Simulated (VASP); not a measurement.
Consider the following.

```
CELL_PARAMETERS angstrom
      2.67968     0.00000     0.00000
      0.00000     2.67968     0.00000
      0.00000     0.00000     2.67968
ATOMIC_POSITIONS crystal
  Ag 0.00000 0.00000 0.00000
```

Calculation: PBEsol GGA, VASP's PBE PAW potentials (set 64) (plane waves; VASP). Settings: 400 eV cut-off, Gaussian smearing of 0.050 eV, potentials Ag.

Question: Give the energies of bands 1 to 7 at the high-symmetry points, in eV from the Fermi level.

Answer: 
```json
[
 {"band": "1", "Γ": "-6.86", "X": "-5.71", "M": "-6.04", "R": "-5.45"},
 {"band": "2", "Γ": "-6.04", "X": "-5.41", "M": "-5.18", "R": "-5.45"},
 {"band": "3", "Γ": "-6.04", "X": "-3.80", "M": "-3.60", "R": "-5.45"},
 {"band": "4", "Γ": "-2.71", "X": "-3.80", "M": "-3.60", "R": "-1.79"},
 {"band": "5", "Γ": "-2.71", "X": "-2.61", "M": "-1.86", "R": "-1.79"},
 {"band": "6", "Γ": "-2.71", "X": "-0.74", "M": "3.90", "R": "8.84"},
 {"band": "7", "Γ": "14.46", "X": "1.97", "M": "3.90", "R": "8.84"}
]
```

It has no gap at this level: it comes out as a metal or semimetal.

The structure was generated: Ag was put into the simple-cubic type (Pm-3m), which need not be its known phase. It was relaxed first.
